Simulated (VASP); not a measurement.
# Cs3Pt (Pm-3m) in VASP: reference runs

Aim: a first look at Cs3Pt with PBE, on the cell as given and on a disturbed one.

Everything below comes from runs of VASP 6.6.1. Logs are shortened: lines on timing, memory, paths and dates and some standing lists are left out, and cuts for length are marked.

## (1) Starting point

It takes space group Pm-3m (No. 221, cubic). Conventional cell: a = 5.778 Å, b = 5.778 Å, c = 5.778 Å, α = 90.00°, β = 90.00°, γ = 90.00°. Around Pt (site symmetry m-3m) lie 12 Cs at 4.09 Å. Cs (site symmetry 4/mmm) is surrounded by 4 Pt at 4.09 Å and 8 Cs at 4.09 Å.

The cell comes from a database or a generator and needn't be the stable form of this composition.

## (2) Single point, PBE

Input file INCAR:

```
SYSTEM = Cs3Pt
ALGO     = Normal         ! electronic algorithm
EDIFF    = 1E-7           ! SCF threshold, eV
ENCUT    = 520            ! plane-wave cutoff, eV
GGA      = PE             ! functional
ISIF     = 2              ! what is computed and relaxed
ISMEAR   = -1             ! smearing method
LASPH    = .TRUE.         ! aspherical terms in the spheres
LCHARG   = .TRUE.         ! write CHGCAR
LELF     = .TRUE.         ! ELF
LREAL    = .FALSE.        ! projectors in reciprocal space
LVHAR    = .TRUE.       
LWAVE    = .FALSE.        ! write WAVECAR
NBANDS   = 26             ! bands
NELM     = 60             ! most SCF steps
PREC     = Accurate       ! precision mode
SIGMA    = 0.05           ! smearing width, eV
```

Input file KPOINTS:

```
k-points
0
G
  5 5 5
  0 0 0
```

Input file POSCAR:

```
Cs3Pt
1.0
    5.7776530000      0.0000000000      0.0000000000
    0.0000000000      5.7776530000      0.0000000000
    0.0000000000      0.0000000000      5.7776530000
Pt Cs
1 3
Direct
    0.5000000000      0.5000000000      0.5000000000
    0.5000000000      0.0000000000      0.0000000000
    0.0000000000      0.5000000000      0.0000000000
    0.0000000000      0.0000000000      0.5000000000
```

Potentials or basis: VASP PAW PBE potentials, release 64 (Pt, Cs_sv).

Run with:

```
$ cat potpaw_PBE.64/Pt/POTCAR potpaw_PBE.64/Cs_sv/POTCAR > POTCAR
$ mpirun -np 1 vasp_std > vasp.out
```

OUTCAR:

```text
SYSTEM = Cs3Pt
   EDIFF = 1E-7
   ENCUT = 520
   GGA = PE
   ISIF = 2
   ISMEAR = -1
   LASPH = .TRUE.
   LREAL = .FALSE.
   NELM = 60
   PREC = Accurate

 ion  position               nearest neighbor table
   1  0.500  0.500  0.500-
   2  0.500  0.000  0.000-
   3  0.000  0.500  0.000-
   4  0.000  0.000  0.500-

  LATTYP: Found a simple cubic cell.
 ALAT       =     5.7776530000

  Lattice vectors:

 A1 = (   5.7776530000,   0.0000000000,   0.0000000000)
 A2 = (   0.0000000000,   5.7776530000,   0.0000000000)
 A3 = (   0.0000000000,   0.0000000000,   5.7776530000)

Analysis of symmetry for initial positions (statically):
=====================================================================
 Subroutine PRICEL returns:
 Original cell was already a primitive cell.

 Routine SETGRP: Setting up the symmetry group for a
 simple cubic supercell.

 Subroutine GETGRP returns: Found 48 space group operations
 (whereof 48 operations were pure point group operations)
 out of a pool of 48 trial point group operations.

The static configuration has the point symmetry O_h .

Analysis of symmetry for dynamics (positions and initial velocities):
=====================================================================
 Subroutine PRICEL returns:
 Original cell was already a primitive cell.

 Routine SETGRP: Setting up the symmetry group for a
 simple cubic supercell.

 Subroutine GETGRP returns: Found 48 space group operations
 (whereof 48 operations were pure point group operations)
 out of a pool of 48 trial point group operations.

The dynamic configuration has the point symmetry O_h .

 Subroutine INISYM returns: Found 48 space group operations
 (whereof 48 operations are pure point group operations),
 and found     1 'primitive' translations

----------------------------------------------------------------------------------------

                                     Primitive cell

  volume of cell :     192.8654

  direct lattice vectors                    reciprocal lattice vectors
     5.777653000  0.000000000  0.000000000     0.173080661  0.000000000  0.000000000
     0.000000000  5.777653000  0.000000000     0.000000000  0.173080661  0.000000000
     0.000000000  0.000000000  5.777653000     0.000000000  0.000000000  0.173080661

  length of vectors
[... 69 lines left out ...]
   ENCUT  =  520.0 eV  38.22 Ry    6.18 a.u.  10.74 10.74 10.74*2*pi/ulx,y,z
   NELM   =     60;   NELMIN=  2; NELMDL= -5     # of ELM steps
   EDIFF  = 0.1E-06   stopping-criterion for ELM
   LREAL  =      F    real-space projection
   EDIFFG = 0.1E-05   stopping-criterion for IOM
   NSW    =      0    number of steps for IOM
   IBRION =     -1    ionic relax: 0-MD 1-quasi-New 2-CG
   NFREE  =      0    steps in history (QN), initial steepest desc. (CG)
   ISIF   =      2    stress and relaxation
   ISYM   =      2    0-nonsym 1-usesym 2-fastsym
   POTIM  = 0.5000    time-step for ionic-motion
   TEBEG  =    0.0;   TEEND  =   0.0 temperature during run
   PSTRESS=    0.0 pullay stress
   NELECT =      37.0000    total number of electrons
   NUPDOWN=      -1.0000    fix difference up-down
   EMIN   =  10.00;   EMAX   =-10.00  energy-range for DOS
   EFERMI =   0.00;   METHOD = LEGACY
   ISMEAR =    -1;   SIGMA  =   0.05  broadening in eV -4-tet -1-fermi 0-gaus
   EFERMI_NEDOS =   21; number of points for ismear=-14 and -15
   IALGO  =     38    algorithm
   IMIX   =      4    mixing-type and parameters
     AMIX     =   0.40;   BMIX     =  1.00
     AMIX_MAG =   1.60;   BMIX_MAG =  1.00
  volume/ion in A,a.u.               =      48.22       325.38
  Fermi-wavevector in a.u.,A,eV,Ry     =   0.944185  1.784252 12.129405  0.891486
  Thomas-Fermi vector in A             =   2.071966
   LORBIT       =      0    0 simple, 1 ext, 2 COOP (PROOUT), +10 PAW based schemes
   GGA     = PE    functional components
   LHFCALC =     F    Hartree Fock is set to
   AEXX    =    0.0000 exact exchange contribution
   IVDW    =     0    specifies the selected vdW correction
   LEPSILON=     F    determine dielectric tensor
   LRPA    =     F    only Hartree local field effects (RPA)
 non-spin polarized calculation
  energy-cutoff  :      520.00
  volume of cell :      192.87
 maximum number of plane-waves:      5220
 NGX is ok and might be reduce to    48
   NGX = 21   NGY = 21   NGZ = 21

 number of electron      37.0000008 magnetization

 Free energy of the ion-electron system (eV)
  ---------------------------------------------------
  ext. energy  EPLUGINS =         0.00000000
  ---------------------------------------------------
  free energy    TOTEN  =        -7.80307971 eV

  energy without entropy =       -7.78102607  energy(sigma->0) =       -7.79205289

 E-fermi :   2.8621     XC(G=0):  -7.8962

 val. band max:        2.7830001208   @ k =   0.4000   0.2000   0.0000
 cond. band min:       2.8826467000   @ k =   0.4000   0.2000   0.2000
 fundamental gap:      0.0996465791
 Fermi energy:         2.8621215977

 k-point     1 :       0.0000    0.0000    0.0000
  band No.  band energies     occupation
      1     -20.8338      2.00000
      2     -20.6056      2.00000
      3     -20.6056      2.00000
      4      -8.1314      2.00000
      5      -8.1314      2.00000
      6      -8.1314      2.00000
[... 279 lines left out ...]
     25       5.7304      0.00000
     26       5.9656      0.00000

------------------------ aborting loop because EDIFF is reached ----------------------------------------

  FORCE on cell =-STRESS in cart. coord.  units (eV):
  Direction    XX          YY          ZZ          XY          YZ          ZX
  --------------------------------------------------------------------------------------
  -------------------------------------------------------------------------------------
  Total       -0.2589641     -0.2589641     -0.2589641     -0.0000000      0.0000000     -0.0000000
  in kB       -2.1512741     -2.1512741     -2.1512741     -0.0000000      0.0000000     -0.0000000
  external PRESSURE =      -2.1512741 kB  Pullay stress =       0.0000000 kB

 VOLUME and BASIS-vectors are now :
 -----------------------------------------------------------------------------
  energy-cutoff  :      520.00
  volume of cell :      192.87
      direct lattice vectors                 reciprocal lattice vectors
     5.777653000  0.000000000  0.000000000     0.173080661  0.000000000  0.000000000
     0.000000000  5.777653000  0.000000000     0.000000000  0.173080661  0.000000000
     0.000000000  0.000000000  5.777653000     0.000000000  0.000000000  0.173080661

 POSITION                                       TOTAL-FORCE (eV/Angst)
 -----------------------------------------------------------------------------------
      2.88883      2.88883      2.88883         0.000000      0.000000      0.000000
      2.88883      0.00000      0.00000         0.000000      0.000000      0.000000
      0.00000      2.88883      0.00000         0.000000      0.000000      0.000000
      0.00000      0.00000      2.88883         0.000000      0.000000      0.000000
 -----------------------------------------------------------------------------------
    total drift:                                0.000000     -0.000000      0.000000

  FREE ENERGIE OF THE ION-ELECTRON SYSTEM (eV)
  ---------------------------------------------------
  free  energy   TOTEN  =        -7.8030797091 eV

  energy  without entropy=       -7.7810260665  energy(sigma->0) =       -7.79205289
```

OSZICAR:

```text
N       E                     dE             d eps       ncg     rms          rms(c)
DAV:   1     0.253019747209E+03    0.25302E+03   -0.14813E+04   520   0.117E+03
DAV:   2     0.137958001236E+02   -0.23922E+03   -0.23091E+03   710   0.209E+02
DAV:   3    -0.852860019426E+01   -0.22324E+02   -0.22221E+02   670   0.690E+01
DAV:   4    -0.883531281002E+01   -0.30671E+00   -0.30640E+00   626   0.921E+00
DAV:   5    -0.883858558617E+01   -0.32728E-02   -0.32718E-02   684   0.961E-01    0.304E+00
DAV:   6    -0.796821799563E+01    0.87037E+00   -0.44009E+00   588   0.552E+00    0.327E+00
DAV:   7    -0.785421239216E+01    0.11401E+00   -0.67117E-01   564   0.277E+00    0.123E+00
DAV:   8    -0.780132628947E+01    0.52886E-01   -0.26403E-01   632   0.155E+00    0.400E-01
DAV:   9    -0.780329033011E+01   -0.19640E-02   -0.34051E-02   592   0.641E-01    0.212E-01
DAV:  10    -0.780305279872E+01    0.23753E-03   -0.94261E-03   602   0.299E-01    0.525E-02
DAV:  11    -0.780306254525E+01   -0.97465E-05   -0.76324E-04   598   0.100E-01    0.268E-02
DAV:  12    -0.780307880773E+01   -0.16262E-04   -0.53905E-05   654   0.342E-02    0.543E-03
DAV:  13    -0.780307943126E+01   -0.62353E-06   -0.20528E-06   692   0.536E-03    0.244E-03
DAV:  14    -0.780307964877E+01   -0.21751E-06   -0.10343E-06   578   0.493E-03    0.555E-04
DAV:  15    -0.780307970905E+01   -0.60279E-07   -0.37837E-08   478   0.652E-04
   1 F= -.78030797E+01 E0= -.77920529E+01  d E =-.220536E-01
```

Wall time 46 s (1 thread of Intel Xeon Platinum 8559C (Emerald Rapids), shared host); peak memory 0.32 GiB.

What came out:

```
Free energy            : -7.8031 eV
Pressure               : -0.2 GPa
Band gap on the k mesh : none (metal or under the smearing width)
```

Levels at points of the mesh, in eV from the Fermi level:
```csv
k point,band 15,band 16,band 17,band 18,band 19,band 20,band 21,band 22,band 23,band 24
"(0.00, 0.00, 0.00)",-1.47,-1.34,-1.34,-1.34,-1.07,1.53,1.53,1.53,1.75,1.75
```

Spin-orbit coupling is left out, which matters for the levels of Cs, Pt.

## (3) Single point, PBE (atoms moved at random, drawn with an rms of 0.05 Å)

Input file INCAR:

```
SYSTEM = Cs3Pt
ALGO = Normal ; EDIFF = 1E-7
ENCUT = 520 ; GGA = PE
ISIF = 2 ; ISMEAR = -1
LASPH = .True. ; LCHARG = .False.
LREAL = .False. ; LWAVE = .False.
NBANDS = 26 ; NELM = 100
PREC = Accurate ; SIGMA = 0.05
```

Input file KPOINTS:

```
k-points
0
Gamma
  5 5 5
  0 0 0
```

Input file POSCAR:

```
Cs3Pt
1.0
    5.7776530000      0.0000000000      0.0000000000
    0.0000000000      5.7776530000      0.0000000000
    0.0000000000      0.0000000000      5.7776530000
Pt Cs
1 3
Direct
    0.5104400000      0.4978540000      0.5053600000
    0.5078980000     -0.0020230000     -0.0022990000
   -0.0053100000      0.4995180000     -0.0083350000
   -0.0028750000      0.0009300000      0.4987820000
```

Potentials or basis: VASP PAW PBE potentials, release 64 (Pt, Cs_sv).

Run with:

```
$ cat potpaw_PBE.64/Pt/POTCAR potpaw_PBE.64/Cs_sv/POTCAR > POTCAR
$ mpirun -np 1 vasp_std > vasp.out
```

OUTCAR:

```text
SYSTEM = Cs3Pt
   EDIFF = 1E-7
   ENCUT = 520
   GGA = PE
   ISIF = 2
   ISMEAR = -1
   LASPH = .True.
   LREAL = .False.
   NELM = 100
   PREC = Accurate

 ion  position               nearest neighbor table
   1  0.510  0.498  0.505-
   2  0.508  0.998  0.998-
   3  0.995  0.500  0.992-
   4  0.997  0.001  0.499-

  LATTYP: Found a simple cubic cell.
 ALAT       =     5.7776530000

  Lattice vectors:

 A1 = (   5.7776530000,   0.0000000000,   0.0000000000)
 A2 = (   0.0000000000,   5.7776530000,   0.0000000000)
 A3 = (   0.0000000000,   0.0000000000,   5.7776530000)

Analysis of symmetry for initial positions (statically):
=====================================================================
 Subroutine PRICEL returns:
 Original cell was already a primitive cell.

 Routine SETGRP: Setting up the symmetry group for a
 simple cubic supercell.

 Subroutine GETGRP returns: Found  1 space group operations
 (whereof  1 operations were pure point group operations)
 out of a pool of 48 trial point group operations.

The static configuration has the point symmetry C_1 .

Analysis of symmetry for dynamics (positions and initial velocities):
=====================================================================
 Subroutine PRICEL returns:
 Original cell was already a primitive cell.

 Routine SETGRP: Setting up the symmetry group for a
 simple cubic supercell.

 Subroutine GETGRP returns: Found  1 space group operations
 (whereof  1 operations were pure point group operations)
 out of a pool of 48 trial point group operations.

The dynamic configuration has the point symmetry C_1 .

 Subroutine INISYM returns: Found  1 space group operations
 (whereof  1 operations are pure point group operations),
 and found     1 'primitive' translations

----------------------------------------------------------------------------------------

[... 115 lines left out ...]
     AMIX     =   0.40;   BMIX     =  1.00
     AMIX_MAG =   1.60;   BMIX_MAG =  1.00
  volume/ion in A,a.u.               =      48.22       325.38
  Fermi-wavevector in a.u.,A,eV,Ry     =   0.944185  1.784252 12.129405  0.891486
  Thomas-Fermi vector in A             =   2.071966
   LORBIT       =      0    0 simple, 1 ext, 2 COOP (PROOUT), +10 PAW based schemes
   GGA     = PE    functional components
   LHFCALC =     F    Hartree Fock is set to
   AEXX    =    0.0000 exact exchange contribution
   IVDW    =     0    specifies the selected vdW correction
   LEPSILON=     F    determine dielectric tensor
   LRPA    =     F    only Hartree local field effects (RPA)
 non-spin polarized calculation
  energy-cutoff  :      520.00
  volume of cell :      192.87
 maximum number of plane-waves:      5220
 NGX is ok and might be reduce to    48
   NGX = 21   NGY = 21   NGZ = 21

 number of electron      37.0000001 magnetization

 Free energy of the ion-electron system (eV)
  ---------------------------------------------------
  ext. energy  EPLUGINS =         0.00000000
  ---------------------------------------------------
  free energy    TOTEN  =        -7.80132902 eV

  energy without entropy =       -7.77928144  energy(sigma->0) =       -7.79030523

 E-fermi :   2.8629     XC(G=0):  -7.8950

 val. band max:        2.7852302901   @ k =  -0.4000   0.0000   0.2000
 cond. band min:       2.8817941718   @ k =   0.2000  -0.4000   0.2000
 fundamental gap:      0.0965638817
 Fermi energy:         2.8628983405

 k-point     1 :       0.0000    0.0000    0.0000
  band No.  band energies     occupation
      1     -20.8339      2.00000
      2     -20.6057      2.00000
      3     -20.6028      2.00000
      4      -8.1334      2.00000
      5      -8.1327      2.00000
      6      -8.1311      2.00000
[... 685 lines left out ...]
     25       5.6178      0.00000
     26       5.7804      0.00000

 [... further k-points ...]

------------------------ aborting loop because EDIFF is reached ----------------------------------------

  FORCE on cell =-STRESS in cart. coord.  units (eV):
  Direction    XX          YY          ZZ          XY          YZ          ZX
  --------------------------------------------------------------------------------------
  -------------------------------------------------------------------------------------
  Total       -0.2349712     -0.2467042     -0.2406254     -0.0029401      0.0009721      0.0048246
  in kB       -1.9519599     -2.0494287     -1.9989302     -0.0244245      0.0080751      0.0400795
  external PRESSURE =      -2.0001062 kB  Pullay stress =       0.0000000 kB

 VOLUME and BASIS-vectors are now :
 -----------------------------------------------------------------------------
  energy-cutoff  :      520.00
  volume of cell :      192.87
      direct lattice vectors                 reciprocal lattice vectors
     5.777653000  0.000000000  0.000000000     0.173080661  0.000000000  0.000000000
     0.000000000  5.777653000  0.000000000     0.000000000  0.173080661  0.000000000
     0.000000000  0.000000000  5.777653000     0.000000000  0.000000000  0.173080661

 POSITION                                       TOTAL-FORCE (eV/Angst)
 -----------------------------------------------------------------------------------
      2.94915      2.87643      2.91979         0.034097     -0.001594      0.017568
      2.93446      5.76596      5.76437        -0.097265      0.004436     -0.000504
      5.74697      2.88604      5.72950         0.033142     -0.003248      0.006983
      5.76104      0.00537      2.88179         0.030027      0.000406     -0.024047
 -----------------------------------------------------------------------------------
    total drift:                                0.000466      0.000095      0.000249

  FREE ENERGIE OF THE ION-ELECTRON SYSTEM (eV)
  ---------------------------------------------------
  free  energy   TOTEN  =        -7.8013290187 eV

  energy  without entropy=       -7.7792814422  energy(sigma->0) =       -7.79030523
```

OSZICAR:

```text
N       E                     dE             d eps       ncg     rms          rms(c)
DAV:   1     0.252163682476E+03    0.25216E+03   -0.14761E+04  3276   0.116E+03
DAV:   2     0.131717605260E+02   -0.23899E+03   -0.23075E+03  4470   0.210E+02
DAV:   3    -0.853279540667E+01   -0.21705E+02   -0.21567E+02  4300   0.686E+01
DAV:   4    -0.883530565529E+01   -0.30251E+00   -0.30083E+00  3790   0.907E+00
DAV:   5    -0.883897870822E+01   -0.36731E-02   -0.36707E-02  4352   0.998E-01    0.305E+00
DAV:   6    -0.796621222273E+01    0.87277E+00   -0.44029E+00  3584   0.554E+00    0.327E+00
DAV:   7    -0.785224861558E+01    0.11396E+00   -0.67116E-01  3548   0.277E+00    0.123E+00
DAV:   8    -0.779950160511E+01    0.52747E-01   -0.26255E-01  4022   0.156E+00    0.399E-01
DAV:   9    -0.780141324453E+01   -0.19116E-02   -0.32538E-02  3714   0.633E-01    0.210E-01
DAV:  10    -0.780131024159E+01    0.10300E-03   -0.91178E-03  3688   0.298E-01    0.539E-02
DAV:  11    -0.780131107201E+01   -0.83043E-06   -0.78908E-04  3816   0.102E-01    0.268E-02
DAV:  12    -0.780132803741E+01   -0.16965E-04   -0.54911E-05  4080   0.349E-02    0.590E-03
DAV:  13    -0.780132870878E+01   -0.67137E-06   -0.22459E-06  4542   0.593E-03    0.259E-03
DAV:  14    -0.780132895339E+01   -0.24461E-06   -0.92235E-07  3690   0.470E-03    0.919E-04
DAV:  15    -0.780132901865E+01   -0.65264E-07   -0.45553E-08  3208   0.963E-04
   1 F= -.78013290E+01 E0= -.77903052E+01  d E =-.220476E-01
```

stdout:

```text
POSCAR found type information on POSCAR PtCs
 POSCAR found :  2 types and       4 ions
 scaLAPACK will be used
 LDA part: xc-table for (Slater+PW92), standard interpolation
 POSCAR, INCAR and KPOINTS ok, starting setup
 FFT: planning ... GRIDC
 FFT: planning ... GRID_SOFT
 FFT: planning ... GRID
 WAVECAR not read
 entering main loop
```

Wall time 3.5 min (1 thread of Intel Xeon Platinum 8559C (Emerald Rapids), shared host); peak memory 0.49 GiB.

What came out:

```yaml
Free_energy: -7.8013 eV
Pressure: -0.2 GPa
Largest_force: 0.097 eV/Å
Band_gap_on_the_k_mesh: none (metal or under the smearing width)
```

Forces in eV/Å, atoms in the order of the input:
```
Pt   0.034 -0.002  0.018
Cs  -0.097  0.004 -0.001
Cs   0.033 -0.003  0.007
Cs   0.030  0.000 -0.024
```

Spin-orbit coupling is left out, which matters for the levels of Cs, Pt.
